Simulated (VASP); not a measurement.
```
CELL_PARAMETERS angstrom
      4.64474     0.00000     0.00000
      0.00000     4.64474     0.00000
      0.00000     0.00000     4.64474
ATOMIC_POSITIONS crystal
  Si 0.50000 0.50000 0.50000
  Si 0.00000 0.00000 0.00000
  Mo 0.25000 0.00000 0.50000
  Mo 0.50000 0.25000 0.00000
  Mo 0.50000 0.75000 0.00000
  Mo 0.75000 0.00000 0.50000
  Mo 0.00000 0.50000 0.75000
  Mo 0.00000 0.50000 0.25000
```

Method: LDA (Ceperley-Alder, Perdew-Zunger), VASP's LDA PAW potentials (set 64) (plane waves; VASP). Numerical set-up: 500 eV cut-off, 7×7×7 Γ-centred mesh, first-order Methfessel-Paxton smearing of 0.10 eV, potentials Si Mo_sv.

Predict the energy per atom (σ→0), pressure, band gap (on the k-mesh) with the smallest direct gap where there is one.

The band gap (on the k-mesh) comes out as none (metal, semimetal or under 0.01 eV) and the energy per atom (σ→0) is -10.753 eV/atom. The pressure is 44.88 GPa.

The absolute energy has meaning only against runs of the same code, potentials and settings.

The compound is Mo3Si in the A15 structure. It was relaxed first under an external pressure of 45 GPa.
